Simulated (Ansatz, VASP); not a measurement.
## Two plane-wave programs on InAgS

Contents of INCAR:

```
PREC = Accurate
ENCUT = 520
EDIFF = 1E-7
ISMEAR = 0
SIGMA = 0.1
LREAL = F
LASPH = T
NELM = 100
ALGO = Normal
ISIF = 2
LWAVE = F
LCHARG = F
GGA = PE
NBANDS = 22
```

KPOINTS

```
Automatic mesh
0
Gamma
  6 6 4
```

POSCAR

```
InAgS
1.0
    4.2569527400      0.0000000000      0.0000000000
   -2.1284763700      3.6866292100      0.0000000000
    0.0000000000      0.0000000000      4.6046013700
In Ag S
1 1 1
Direct
    0.0000000000      0.0000000000      0.0000000000
    0.6666666700      0.3333333300      0.5000000000
    0.3333333300      0.6666666700      0.5000000000
```

Input for Ansatz:

```yaml
crystal:
  lattice:
    - [4.25695274, 0.0, 0.0]
    - [-2.12847637, 3.68662921, 0.0]
    - [0.0, 0.0, 4.60460137]
  atoms:
    - { symbol: In, position: [0.0, 0.0, 0.0] }
    - { symbol: Ag, position: [0.66666667, 0.33333333, 0.5] }
    - { symbol: S, position: [0.33333333, 0.66666667, 0.5] }
basis:
  ecutwfc: 420
kpoints:
  mp_grid: { grid: [6, 6, 4] }
hamiltonian:
  xc: pbe
scf:
  occupations: { method: gaussian, width: 0.1 }
  lower_state_search: "off"
output:
  forces: true
  stress: true
  eigenvalues: true
```

Change from the starting cell: species swapped into the EuGaSi type (P-6m2, No. 187).

Alike in both runs: task single point; functional PBE; k mesh 6 × 6 × 4; occupations gaussian, width 0.1 eV; no spin polarisation.

|  | VASP | Ansatz |
| --- | --- | --- |
| version | VASP 6.6.1 | Ansatz 0.2.0 |
| potentials or method | VASP PAW PBE potentials, release 64 (In_d, Ag, S) | scalar-relativistic, plane waves, PAW |
| plane-wave cutoff (eV) | 520 | 420 |
| valence electrons in the cell | 30 | 38 |

```csv
,VASP,Ansatz,Ansatz less VASP
gap on the k mesh at the Fermi level (eV),none,none,-
pressure (GPa),1.4,1.5,+0.07
largest component of the traceless stress (GPa),2.19,2.21,+0.020
```

A gap of «none» marks a metal or a gap that the smearing closes. With one functional, cell and mesh, what is left measures potentials, basis and numerics. The two sets of potentials don't hold the same shells in valence.
